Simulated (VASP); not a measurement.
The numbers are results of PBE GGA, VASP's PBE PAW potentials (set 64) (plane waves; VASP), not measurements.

VASP ran on this input.

**INCAR**
```
SYSTEM = SrTe
PREC = Normal; ENCUT = 400; LREAL = .False.
LASPH = .True.
EDIFF = 1E-5; NELM = 100; NELMIN = 4
ALGO = Fast; LMAXMIX = 4
ISMEAR = 0; SIGMA = 0.05
GGA = PE
IBRION = 2; NSW = 20; ISIF = 2
EDIFFG = -0.03
LWAVE = .False.; LCHARG = .False.
```

**POSCAR**
```
SrTe
1
   -0.0000000000     3.3620554550     3.3620554550
    3.3620554550    -0.0000000000     3.3620554550
    3.3620554550     3.3620554550    -0.0000000000
Sr Te
1 1
Direct
  0.0000000000   0.0000000000   0.0000000000
  0.5000000000   0.5000000000   0.5000000000
```

**KPOINTS**
```
Automatic mesh
0
Gamma
8 8 8
0 0 0
```

POTCAR, in this order: Sr_sv Te (PBE.64 set). Program: vasp_std.

Unless said otherwise, spin-orbit coupling is left out, though it shifts the bands of the heavy elements here.

Problem. Predict the energy per atom (σ→0), band gap (on the k-mesh).

Solution. 
energy per atom (σ→0): -398.8 kJ/mol of atoms
band gap (on the k-mesh): 1.77 eV

File OSZICAR:
```
...
RMM:   8    -0.826750153162E+01    0.30471E-02   -0.22207E-02   777   0.100E+00    0.603E-01
RMM:   9    -0.826628227910E+01    0.12193E-02   -0.95089E-03   779   0.462E-01    0.249E-01
RMM:  10    -0.826681717619E+01   -0.53490E-03   -0.35661E-03   821   0.276E-01    0.122E-01
RMM:  11    -0.826694059965E+01   -0.12342E-03   -0.99844E-04   748   0.128E-01    0.333E-02
RMM:  12    -0.826698654016E+01   -0.45941E-04   -0.37212E-04   715   0.749E-02    0.542E-02
RMM:  13    -0.826699715452E+01   -0.10614E-04   -0.11330E-04   660   0.410E-02    0.154E-02
RMM:  14    -0.826700245180E+01   -0.52973E-05   -0.39116E-05   553   0.319E-02
   1 F= -.82670025E+01 E0= -.82670025E+01  d E =-.826700E+01
```

The compound is SrTe in the rock salt structure. It was relaxed first.
